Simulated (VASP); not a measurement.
OSZICAR of a VASP run on CoGa (CsCl type):

**OSZICAR**
```
       N       E                     dE             d eps       ncg     rms          rms(c)
DAV:   1     0.101281594693E+03    0.10128E+03   -0.10861E+04  1728   0.263E+03
DAV:   2    -0.739358312751E+01   -0.10868E+03   -0.10605E+03  1715   0.362E+02
DAV:   3    -0.129180561030E+02   -0.55245E+01   -0.55035E+01  2016   0.867E+01
DAV:   4    -0.129962082633E+02   -0.78152E-01   -0.78140E-01  2240   0.972E+00
DAV:   5    -0.129982211291E+02   -0.20129E-02   -0.20129E-02  2126   0.132E+00    0.106E+01
DAV:   6    -0.143806430619E+02   -0.13824E+01   -0.29094E+01  1881   0.720E+01    0.131E+01
DAV:   7    -0.117729189865E+02    0.26077E+01   -0.12235E+01  1743   0.533E+01    0.163E+00
DAV:   8    -0.117587583932E+02    0.14161E-01   -0.31635E-01  1972   0.607E+00    0.723E-01
DAV:   9    -0.117501106574E+02    0.86477E-02   -0.26397E-02  2322   0.246E+00    0.173E-01
DAV:  10    -0.117496247956E+02    0.48586E-03   -0.76564E-04  2255   0.413E-01    0.800E-02
DAV:  11    -0.117495987913E+02    0.26004E-04   -0.14542E-04  2499   0.212E-01    0.162E-02
DAV:  12    -0.117495983230E+02    0.46826E-06   -0.57437E-06  2133   0.415E-02
   1 F= -.11749598E+02 E0= -.11749865E+02  d E =-.117496E+02
       N       E                     dE             d eps       ncg     rms          rms(c)
DAV:   1    -0.136396842069E+02   -0.18901E+01   -0.24417E+01  1694   0.896E+01    0.106E+01
DAV:   2    -0.132008334607E+02    0.43885E+00   -0.17110E+01  1709   0.688E+01    0.840E+00
DAV:   3    -0.119432640319E+02    0.12576E+01   -0.73848E+00  1806   0.458E+01    0.317E+00
DAV:   4    -0.117684759148E+02    0.17479E+00   -0.42485E-01  2275   0.931E+00    0.889E-01
DAV:   5    -0.117489630139E+02    0.19513E-01   -0.26637E-02  2430   0.262E+00    0.277E-01
DAV:   6    -0.117481909995E+02    0.77201E-03   -0.31647E-03  2131   0.863E-01    0.566E-02
DAV:   7    -0.117481411778E+02    0.49822E-04   -0.10270E-04  2037   0.145E-01    0.175E-02
DAV:   8    -0.117481409326E+02    0.24523E-06   -0.37134E-06  1896   0.270E-02
   2 F= -.11748141E+02 E0= -.11748524E+02  d E =0.145739E-02
       N       E                     dE             d eps       ncg     rms          rms(c)
DAV:   1    -0.122506632139E+02   -0.50252E+00   -0.64448E+00  1694   0.520E+01    0.516E+00
DAV:   2    -0.122229220396E+02    0.27741E-01   -0.50652E+00  1723   0.331E+01    0.474E+00
DAV:   3    -0.118216562714E+02    0.40127E+00   -0.23039E+00  1780   0.222E+01    0.160E+00
DAV:   4    -0.117778221087E+02    0.43834E-01   -0.90795E-02  2149   0.484E+00    0.325E-01
DAV:   5    -0.117734594667E+02    0.43626E-02   -0.60203E-03  2318   0.141E+00    0.675E-02
DAV:   6    -0.117732900046E+02    0.16946E-03   -0.24785E-04  2141   0.249E-01    0.181E-02
DAV:   7    -0.117732918037E+02   -0.17991E-05   -0.91762E-06  2530   0.360E-02    0.348E-03
DAV:   8    -0.117732924179E+02   -0.61422E-06   -0.56956E-07  1018   0.988E-03
   3 F= -.11773292E+02 E0= -.11773628E+02  d E =-.236941E-01
```

Problem. Which electronic solver shows in the log?

Solution. It is blocked Davidson (ALGO = Normal, or the opening steps of other solvers). The INCAR had ALGO = Normal.

Problem. How was spin treated?

Solution. Without spin polarisation: there is no mag entry.

Problem. Can the final energy be trusted as converged?

Solution. Self-consistency was reached. It stopped with EDIFF = 1E-6, NELM = 100, NSW = 60 and EDIFFG = -0.01 after 3 ionic steps (PBEsol GGA, plane waves, VASP's PBE PAW potentials (set 64)). Energy and stress use the plane-wave basis of the starting cell.

The compound is CoGa in the CsCl type structure. This run relaxes it. Symmetry was kept, so distortions that lower it aren't found. The run is not spin-polarised, so no magnetic state was tried.
